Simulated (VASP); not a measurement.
An input for Quantum ESPRESSO's pw.x (written as the equivalent of a VASP run, and not itself run):

```
&CONTROL
  calculation = 'scf'
  pseudo_dir = './pseudo'
  outdir = './out'
  tprnfor = .true.
  tstress = .true.
/
&SYSTEM
  ibrav = 0
  nat = 9
  ntyp = 2
  ecutwfc = 102
  occupations = 'smearing'
  smearing = 'gaussian'
  degauss = 0.000735
  input_dft = 'revpbe'
/
&ELECTRONS
  conv_thr = 7.3e-07
  electron_maxstep = 100
/
ATOMIC_SPECIES
  Cd 112.414 Cd.upf
  I 126.904 I.upf
CELL_PARAMETERS angstrom
     4.2355200    0.0000000    0.0000000
    -2.1177600    3.6680680    0.0000000
     0.0000000    0.0000000   21.5759490
ATOMIC_POSITIONS crystal
  Cd   0.6666670  0.3333330  0.3331200
  Cd   0.3333330  0.6666670  0.6668800
  Cd   0.0000000  0.0000000  0.0000000
  I    0.3333330  0.6666670  0.0788700
  I    0.6666670  0.3333330  0.9211300
  I    0.3333330  0.6666670  0.4117000
  I    0.6666670  0.3333330  0.5883000
  I    0.0000000  0.0000000  0.2544000
  I    0.0000000  0.0000000  0.7456000
K_POINTS automatic
  6 6 1 0 0 0
```

### Question
Write the VASP files for the same calculation (revPBE).

### Answer
This is not unique; one that fits is 
**KPOINTS**
```
Automatic mesh
0
Gamma
6 6 1
0 0 0
```

### POSCAR
```
CdI2
1
    4.2355200000     0.0000000000     0.0000000000
   -2.1177600000     3.6680680000     0.0000000000
    0.0000000000     0.0000000000    21.5759490000
Cd I
3 6
Direct
  0.6666670000   0.3333330000   0.3331200000
  0.3333330000   0.6666670000   0.6668800000
  0.0000000000   0.0000000000   0.0000000000
  0.3333330000   0.6666670000   0.0788700000
  0.6666670000   0.3333330000   0.9211300000
  0.3333330000   0.6666670000   0.4117000000
  0.6666670000   0.3333330000   0.5883000000
  0.0000000000   0.0000000000   0.2544000000
  0.0000000000   0.0000000000   0.7456000000
```

### INCAR
```
GGA=RE
ISMEAR=0   ! Gaussian
NELM=100
SIGMA=0.01   ! width (eV)
EDIFF=1E-05   ! SCF stop (eV)
LASPH=.TRUE.   ! aspherical one-centre terms
ENCUT=300
SYSTEM=CdI2
LWAVE=.FALSE.
LREAL=.FALSE.   ! projection in real space or not
LCHARG=.FALSE.
ALGO=Normal   ! blocked Davidson
PREC=Accurate
LMAXMIX=4
ISIF=2   ! forces and stress, cell fixed
```

POTCAR, in this order: Cd I (PBE.64 set). Program: vasp_std.

Limits of the translation: the potentials are each code's own (VASP's PAW set, PseudoDojo norm-conserving files in pw.x), so ENCUT and ecutwfc are chosen apart and not converted; conv_thr bounds pw.x's estimated SCF error, while EDIFF bounds the energy change between steps.

The structure comes from a computed database's CdI2 entry; how it stands against other phases isn't given here. The cell was not relaxed at this level. The run is one of a series of settings (EDIFF = 1E-05 against the base run), some of them coarse on purpose.
